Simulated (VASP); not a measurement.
These are PBE GGA, VASP's PBE PAW potentials (set 64) (plane waves; VASP) values and carry that method's errors.

Input for VASP

**POSCAR**
```
CsCl
1
    4.1200000000     0.0000000000     0.0000000000
    0.0000000000     4.1200000000     0.0000000000
    0.0000000000     0.0000000000     4.1200000000
Cs Cl
1 1
Direct
  0.0000000000   0.0000000000   0.0000000000
  0.5000000000   0.5000000000   0.5000000000
```

KPOINTS:
```
Automatic mesh
0
Gamma
6 6 6
0 0 0
```

### INCAR
```
SYSTEM  =  CsCl
PREC  =  Accurate; ENCUT  =  400; LREAL  =  F
LASPH  =  T
EDIFF  =  1E-6; NELM  =  100; ALGO  =  Conjugate
LMAXMIX  =  4
ISMEAR  =  0; SIGMA  =  0.05
GGA  =  PE
ISIF  =  2
LWAVE  =  F; LCHARG  =  F
```

POTCAR, in this order: Cs_sv Cl (PBE.64 set). Program: vasp_std.

Question: What will the output report for the number of irreducible k-points (NKPTS), number of bands (NBANDS), largest plane-wave count, number of space-group operations, FFT grid (NGX, NGY, NGZ)?

Answer: 
```
Property                                       Value
--------------------------------------  ------------
number of irreducible k-points (NKPTS)            20
number of bands (NBANDS)                          12
largest plane-wave count                        1328
number of space-group operations                  48
FFT grid (NGX, NGY, NGZ)                28 × 28 × 28
```

The compound is CsCl in the CsCl type structure. The cell was not relaxed at this level. The run is one of a series of settings (ALGO = Conjugate against the base run), some of them coarse on purpose.
